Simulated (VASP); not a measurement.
Method: PBEsol GGA, VASP's PBE PAW potentials (set 64) (plane waves; VASP).

The input files of a VASP run:

POSCAR:
```
ZrS
4.0170190
  0.0000000000   0.7071067193   0.7071067193
  0.7071067193   0.0000000000   0.7071067193
  0.7071067193   0.7071067193   0.0000000000
Zr S
1 1
Direct
  0.0000000000   0.0000000000   1.0000000000
  0.2500000000   0.2500000000   0.2500000000
```

KPOINTS:
```
k-points along high-symmetry lines
15
Line-mode
Reciprocal
  0.000000   0.000000   0.000000 ! GAMMA
 -0.500000  -0.500000   0.000000 ! X

 -0.500000  -0.500000   0.000000 ! X
 -0.375000  -0.375000   0.250000 ! U

 -0.375000  -0.000000   0.375000 ! K
  0.000000   0.000000   0.000000 ! GAMMA

  0.000000   0.000000   0.000000 ! GAMMA
 -0.000000  -0.000000   0.500000 ! L

 -0.000000  -0.000000   0.500000 ! L
 -0.500000  -0.250000   0.250000 ! W

 -0.500000  -0.250000   0.250000 ! W
 -0.500000  -0.500000   0.000000 ! X
```

### INCAR
```
# general
SYSTEM   =  ZrS
PREC     =  Accurate
ENCUT    =  400
LREAL    =  F   # projection in real space or not
LASPH    =  T   # aspherical one-centre terms
ICHARG   =  11

# electronic loop
EDIFF    =  1E-7   # SCF stop (eV)
NELM     =  100   # most electronic steps
ALGO     =  Normal   # blocked Davidson
LMAXMIX  =  4   # l cut-off of mixed one-centre charges

# smearing
ISMEAR   =  0
SIGMA    =  0.05

# functional
GGA      =  PS

# output
LWAVE    =  F
LCHARG   =  F
LORBIT   =  11   # lm-projected
```

POTCAR, in this order: Zr_sv S (PBE.64 set). Program: vasp_std. Read from the step before: CHGCAR.

The run wrote:

File OUTCAR:
```
 ion  position               nearest neighbor table
   1  0.000  0.000  0.000-   2 2.46   2 2.46   2 2.46   2 2.46
   2  0.250  0.250  0.250-   1 2.46   1 2.46   1 2.46   1 2.46
  LATTYP: Found a face centered cubic cell.
 ALAT       =     5.6809222530
 Subroutine PRICEL returns:
 Original cell was already a primitive cell.
 Subroutine GETGRP returns: Found 24 space group operations
The static configuration has the point symmetry T_d .
The dynamic configuration has the point symmetry T_d .
 Subroutine INISYM returns: Found 24 space group operations
   k-points           NKPTS =     90   k-points in BZ     NKDIM =     90   number of bands    NBANDS=     13
   number of dos      NEDOS =    301   number of ions     NIONS =      2
   total plane-waves  NPLWV =  21952
   dimension x,y,z NGX =    28 NGY =   28 NGZ =   28
   dimension x,y,z NGXF=    56 NGYF=   56 NGZF=   56
   ions per type =               1   1
   PREC   = accura    normal or accurate (medium, high low for compatibility)
   ISTART =      0    job   : 0-new  1-cont  2-samecut
   ICHARG =     11    charge: 1-file 2-atom 10-const
   ISPIN  =      1    spin polarized calculation?
   LNONCOLLINEAR =      F non collinear calculations
   LSORBIT =      F    spin-orbit coupling
   INIWAV =      1    electr: 0-lowe 1-rand  2-diag
   ENCUT  =  400.0 eV  29.40 Ry    5.42 a.u.   6.55  6.55  6.55*2*pi/ulx,y,z
   NELM   =    100;   NELMIN=  2; NELMDL= -5     # of ELM steps
   EDIFF  = 0.1E-06   stopping-criterion for ELM
   LREAL  =      F    real-space projection
   NLSPLINE    = F    spline interpolate recip. space projectors
   LMAXMIX     =    4 max onsite mixed and CHGCAR
   VOSKOWN=      0    Vosko Wilk Nusair interpolation
   EDIFFG = 0.1E-05   stopping-criterion for IOM
   NSW    =      0    number of steps for IOM
   NBLOCK =      1;   KBLOCK =      1    inner block; outer block
   IBRION =     -1    ionic relax: 0-MD 1-quasi-New 2-CG
   NFREE  =      0    steps in history (QN), initial steepest desc. (CG)
   ISIF   =      2    stress and relaxation
   ISYM   =      2    0-nonsym 1-usesym 2-fastsym
   TEIN   =    0.0    initial temperature
   TEBEG  =    0.0;   TEEND  =   0.0 temperature during run
...
```

OSZICAR:
```
       N       E                     dE             d eps       ncg     rms          rms(c)
DAV:   1     0.110178029768E+03    0.11018E+03   -0.83309E+03  2356   0.108E+03
DAV:   2    -0.947814792810E+01   -0.11966E+03   -0.11608E+03  2905   0.286E+02
DAV:   3    -0.153416571929E+02   -0.58635E+01   -0.57917E+01  3867   0.565E+01
DAV:   4    -0.154909644558E+02   -0.14931E+00   -0.14777E+00  2952   0.837E+00
DAV:   5    -0.154961868493E+02   -0.52224E-02   -0.52212E-02  3562   0.118E+00
DAV:   6    -0.154962484153E+02   -0.61566E-04   -0.61565E-04  2842   0.142E-01
DAV:   7    -0.154962493773E+02   -0.96191E-06   -0.96153E-06  3603   0.161E-02
DAV:   8    -0.154962493940E+02   -0.16782E-07   -0.16638E-07  2341   0.206E-03
   1 F= -.15496249E+02 E0= -.15493523E+02  d E =-.545250E-02
```

File OUTCAR:
```
 val. band max:        7.5580126415   @ k =   0.0000   0.0000   0.1786

 cond. band min:       7.5721461439   @ k =  -0.5000  -0.3750   0.1250



 k-point     1 :       0.0000    0.0000    0.0000
  band No.  band energies     occupation
      1     -42.0981      2.00000
      2     -20.1948      2.00000
      3     -20.1948      2.00000
      4     -20.1948      2.00000
      5      -7.4347      2.00000
      6       1.9852      2.00000
      7       1.9852      2.00000
      8       1.9852      2.00000
      9       7.5422      1.58209
     10       7.7142      0.00005
     11       7.7142      0.00005
     12      11.7655      0.00000
     13      11.7655      0.00000

 k-point     2 :      -0.0357   -0.0357    0.0000
  band No.  band energies     occupation
      1     -42.0980      2.00000
      2     -20.1973      2.00000
      3     -20.1956      2.00000
      4     -20.1956      2.00000
      5      -7.4237      2.00000
      6       1.9593      2.00000
      7       1.9952      2.00000
      8       1.9952      2.00000
      9       7.6055      0.32654
     10       7.6725      0.00403
     11       7.7277      0.00001
     12      11.7570      0.00000
     13      11.7593      0.00000

 k-point     3 :      -0.0714   -0.0714    0.0000
  band No.  band energies     occupation
      1     -42.0975      2.00000
      2     -20.2044      2.00000
      3     -20.1977      2.00000
      4     -20.1977      2.00000
      5      -7.3911      2.00000
      6       1.8862      2.00000
      7       2.0249      2.00000
      8       2.0249      2.00000
      9       7.5483      1.47491
     10       7.7679      0.00000
     11       7.7957      0.00000
     12      11.7255      0.00000
     13      11.7319      0.00000

 k-point     4 :      -0.1071   -0.1071    0.0000
  band No.  band energies     occupation
      1     -42.0967      2.00000
      2     -20.2160      2.00000
      3     -20.2012      2.00000
      4     -20.2012      2.00000
...
```

The density is held fixed in this step, so its total energy and stress have no physical meaning.

The structure was generated: ZrS was put into the zinc blende type (F-43m), which need not be its known phase. It was relaxed first, which changed the volume by -32 %.
